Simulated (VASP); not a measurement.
Calculation: r2SCAN+rVV10, VASP's PBE PAW potentials (set 64) (plane waves; VASP).

Input for VASP

KPOINTS:
```
Automatic mesh
0
Gamma
12 12 12
0 0 0
```

**POSCAR**
```
Cr
1
    2.9529084780     0.0000000000     0.0000000000
    0.0000000000     2.9529084780     0.0000000000
    0.0000000000     0.0000000000     2.9529084780
Cr
2
Direct
  0.0000000000   0.0000000000   0.0000000000
  0.5000000000   0.5000000000   0.5000000000
```

**INCAR**
```
ALGO = Normal
BPARAM = 11.95
CPARAM = 0.0093
EDIFF = 1E-7
ENCUT = 520
ISIF = 2
ISMEAR = 1
ISPIN = 2
LASPH = .TRUE.
LCHARG = .FALSE.
LMAXMIX = 4
LMIXTAU = .TRUE.
LORBIT = 10
LREAL = .FALSE.
LUSE_VDW = .TRUE.
LWAVE = .FALSE.
MAGMOM = 2.7 -2.7
METAGGA = R2SCAN
NELM = 100
PREC = Accurate
SIGMA = 0.1
SYSTEM = Cr
```

POTCAR, in this order: Cr_pv (PBE.64 set). Program: vasp_std.

The resulting files:

**OSZICAR**
```
       N       E                     dE             d eps       ncg     rms          rms(c)
DAV:   1     0.229306969747E+03    0.22931E+03   -0.14800E+04  5384   0.186E+03
DAV:   2    -0.274967697602E+02   -0.25680E+03   -0.25488E+03  5512   0.516E+02
DAV:   3    -0.369475487697E+02   -0.94508E+01   -0.94160E+01  7240   0.111E+02
DAV:   4    -0.370988246727E+02   -0.15128E+00   -0.15116E+00  6768   0.140E+01
DAV:   5    -0.371029014923E+02   -0.40768E-02   -0.40768E-02  8520   0.152E+00    0.205E+01
DAV:   6    -0.292845699541E+02    0.78183E+01   -0.33383E+01  5856   0.749E+01    0.109E+01
DAV:   7    -0.294405682589E+02   -0.15600E+00   -0.19464E+00  5792   0.175E+01    0.467E+00
DAV:   8    -0.295574382001E+02   -0.11687E+00   -0.28110E-01  9432   0.352E+00    0.340E+00
DAV:   9    -0.295834695697E+02   -0.26031E-01   -0.53617E-02  6752   0.127E+00    0.302E+00
DAV:  10    -0.295956110956E+02   -0.12142E-01   -0.16529E-01  7328   0.331E+00    0.130E+00
DAV:  11    -0.295993709133E+02   -0.37598E-02   -0.71686E-03  6304   0.943E-01    0.532E-01
DAV:  12    -0.295993822386E+02   -0.11325E-04   -0.22549E-03  8184   0.480E-01    0.391E-01
DAV:  13    -0.295992082419E+02    0.17400E-03   -0.32115E-04  6680   0.201E-01    0.158E-01
DAV:  14    -0.295991124460E+02    0.95796E-04   -0.18237E-04  6800   0.114E-01    0.826E-02
DAV:  15    -0.295991346981E+02   -0.22252E-04   -0.20606E-05  6112   0.588E-02    0.326E-02
DAV:  16    -0.295991163108E+02    0.18387E-04   -0.48919E-06  8336   0.188E-02    0.443E-03
DAV:  17    -0.295991179348E+02   -0.16240E-05   -0.68833E-07  6728   0.690E-03    0.199E-03
DAV:  18    -0.295991175899E+02    0.34498E-06   -0.83832E-08  3056   0.380E-03    0.730E-04
DAV:  19    -0.295991178452E+02   -0.25534E-06   -0.30142E-08  2912   0.120E-03    0.209E-04
DAV:  20    -0.295991178671E+02   -0.21869E-07   -0.60041E-09  2816   0.672E-04
   1 F= -.29599118E+02 E0= -.29599169E+02  d E =0.154284E-03  mag=    -0.0000
```

**OUTCAR**
```
------------------------ aborting loop because EDIFF is reached ----------------------------------------
  FORCE on cell =-STRESS in cart. coord.  units (eV):
  Direction    XX          YY          ZZ          XY          YZ          ZX
  --------------------------------------------------------------------------------------
  Total       -0.0948687     -0.0948687     -0.0948687     -0.0000000      0.0000000      0.0000000
  in kB       -5.9031456     -5.9031456     -5.9031456     -0.0000000      0.0000000      0.0000000
  external PRESSURE =      -5.9031456 kB  Pullay stress =       0.0000000 kB
  volume of cell :       25.75
      direct lattice vectors                 reciprocal lattice vectors
     2.952908478  0.000000000  0.000000000     0.338649168  0.000000000  0.000000000
     0.000000000  2.952908478  0.000000000     0.000000000  0.338649168  0.000000000
     0.000000000  0.000000000  2.952908478     0.000000000  0.000000000  0.338649168
 POSITION                                       TOTAL-FORCE (eV/Angst)
 -----------------------------------------------------------------------------------
      0.00000      0.00000      0.00000         0.000000      0.000000      0.000000
      1.47645      1.47645      1.47645        -0.000000     -0.000000     -0.000000
 -----------------------------------------------------------------------------------
    total drift:                                0.000000      0.000000     -0.000000
  FREE ENERGIE OF THE ION-ELECTRON SYSTEM (eV)
  ---------------------------------------------------
  free  energy   TOTEN  =       -29.5991178671 eV

  energy  without entropy=      -29.5992721512  energy(sigma->0) =      -29.59916930

 total charge

# of ion       s       p       d       tot
------------------------------------------
    1        0.659   6.360   4.071  11.090
    2        0.659   6.360   4.071  11.090
--------------------------------------------------
tot          1.318  12.720   8.142  22.180

 magnetization (x)

# of ion       s       p       d       tot
------------------------------------------
    1        0.092   0.043   2.499   2.634
    2       -0.092  -0.043  -2.499  -2.634
--------------------------------------------------
tot          0.000   0.000   0.000   0.000
```
(Selected blocks of OUTCAR.)

The compound is Cr in the bcc, AFM order structure. It was relaxed first, which changed the volume by +8 %.
